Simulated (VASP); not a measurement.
Runs of VASP 6.6.1 on AlNi. The structure is cubic, space group Pm-3m (No. 221). The conventional cell has a = 2.881 Å, b = 2.881 Å, c = 2.881 Å, α = 90.00°, β = 90.00°, γ = 90.00°. Al (site symmetry m-3m) is surrounded by 8 Ni at 2.50 Å. Ni (site symmetry m-3m) is surrounded by 8 Al at 2.50 Å. 

```tsv
level	potentials or basis	gap on the mesh (eV)	pressure (GPa)	relaxed volume (Å³/atom)
RPBE	VASP PAW PBE potentials, release 64 (Al, Ni)	none	0.0	12.40
rev-vdW-DF2	VASP PAW PBE potentials, release 64 (Al, Ni)	none	0.0	11.92
PBE	VASP PAW PBE potentials, release 64 (Al, Ni)	none	0.1	(a)
PBEsol	VASP PAW PBE potentials, release 64 (Al, Ni)	none	0.0	(b)
LDA	VASP PAW LDA potentials, release 64 (Al, Ni)	none	-0.1	11.38
```

Alike in all rows: task relaxation of cell and atoms; no spin polarisation; cell relaxed; k mesh 14 × 14 × 14; cutoff (eV) 600; smearing methfessel-paxton 0.1 eV.

Problem. Fill in the values left out.

Solution. (a) 12.10; (b) 11.73.

Caveats: the PAW data sets were made with another functional, which shifts forces and pressure a little (some runs).

A k mesh can miss the band edges.

A gap of «none» marks a metal or a gap under the smearing width.

Not every run made on this cell is shown here.
